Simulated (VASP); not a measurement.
The input files of a VASP run:

### POSCAR
```
CuCl
1
    0.0000000000     2.7132124664     2.7132124664
    2.7132124664     0.0000000000     2.7132124664
    2.7132124664     2.7132124664     0.0000000000
Cu Cl
1 1
Direct
  1.0000000000   1.0000000000   1.0000000000
  0.2500000000   0.2500000000   0.2500000000
```

File KPOINTS:
```
Regular mesh
0
G
6 6 6
0 0 0
```

### INCAR
```
SYSTEM = CuCl
SIGMA = 0.05
EDIFF = 1E-6
GGA = PE
ALGO = Normal
NELM = 100
LASPH = T   # aspherical one-centre terms
LREAL = F
ENCUT = 520
LCHARG = F
LWAVE = T
LMAXMIX = 4
ISMEAR = 0   # Gaussian
PREC = Accurate
```

POTCAR, in this order: Cu Cl (PBE.64 set). Program: vasp_std.

Task: Translate this PBE calculation to Ansatz.

Result: One equivalent input (not run):
Ansatz 0.2 input:
```yaml
crystal:
  lattice:
    - [0.0000000, 2.7132125, 2.7132125]
    - [2.7132125, 0.0000000, 2.7132125]
    - [2.7132125, 2.7132125, 0.0000000]
  atoms:
    - { symbol: Cu, position: [1.0000000, 1.0000000, 1.0000000] }
    - { symbol: Cl, position: [0.2500000, 0.2500000, 0.2500000] }
kpoints:
  mp_grid: { grid: [6, 6, 6] }
hamiltonian:
  xc: pbe
  pseudopotentials: { kind: paw }
scf:
  occupations: { method: gaussian, width: 0.05 }
  max_iter: 100
output: { forces: true, stress: true, eigenvalues: true }
```
Limits of the translation: each code has its own PAW files, so the cut-off isn't converted (ENCUT is set for VASP's; basis.ecutwfc is left out, and Ansatz then takes the one that its files recommend); Ansatz stops its SCF on the density residual and VASP on the energy change (EDIFF).

The compound is CuCl in the zinc blende structure. It was relaxed first.
